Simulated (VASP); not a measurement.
Consider the following.

```xyz
1
Lattice="0.0000 2.2822 2.2822 2.2822 0.0000 2.2822 2.2822 2.2822 0.0000" Properties=species:S:1:pos:R:3 pbc="T T T"
Br     0.0000     0.0000     0.0000
```

These are PBEsol GGA, VASP's PBE PAW potentials (set 64) (plane waves; VASP) values and carry that method's errors. Run with 400 eV cut-off, 12×12×12 Γ-centred mesh, first-order Methfessel-Paxton smearing of 0.10 eV, potentials Br.

### Question
What does the run give for the energy per atom (σ→0), band gap (on the k-mesh) with the smallest direct gap where there is one?

### Answer

| Property | Value |
|---|---|
| band gap (on the k-mesh) | none (metal, semimetal or under 0.01 eV) |
| energy per atom (σ→0) | -124.0 kJ/mol of atoms |

Only differences to runs with the same potentials and settings are physical.

The structure was generated: Br was put into the fcc type (Fm-3m), which need not be its known phase. It was relaxed first, which changed the volume by -10 %. The start is the result of an earlier pass.
